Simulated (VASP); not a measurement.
Input:

```
MnS
1.0
    5.08848     2.53823     2.53823
    2.53823     5.08848     2.53823
    2.53823     2.53823     5.08848
Mn S
2 2
Cartesian
  0.00000   0.00000   0.00000
  5.08248   5.08248   5.08248
  2.54124   2.54124   2.54124
  7.62371   7.62371   7.62371
```
Starting moments (μB, in the order of the record's atoms Mn Mn S S): 4.1 -4.1 0.0 0.0.

Level of theory: PBE GGA with D3 dispersion (zero damping), VASP's PBE PAW potentials (set 64) (plane waves; VASP 6.6.1). Numerical set-up: 520 eV cut-off, 8×8×8 Γ-centred mesh, tetrahedra with Blöchl corrections, potentials Mn_pv S.

The cores are frozen, which limits the accuracy of field gradients.

Give the principal components of the electric field gradient (V/Å²) and the asymmetry η at each nucleus.

```tsv
atom	Vxx	Vyy	Vzz	η
Mn1	1.2	1.2	-2.5	0.00
Mn2	1.2	1.2	-2.5	0.00
S3	1.9	1.9	-3.8	0.00
S4	1.9	1.9	-3.8	0.00
```

The compound is MnS in the rock salt, AFM-II order structure. It was relaxed first, which changed the volume by -7 %.
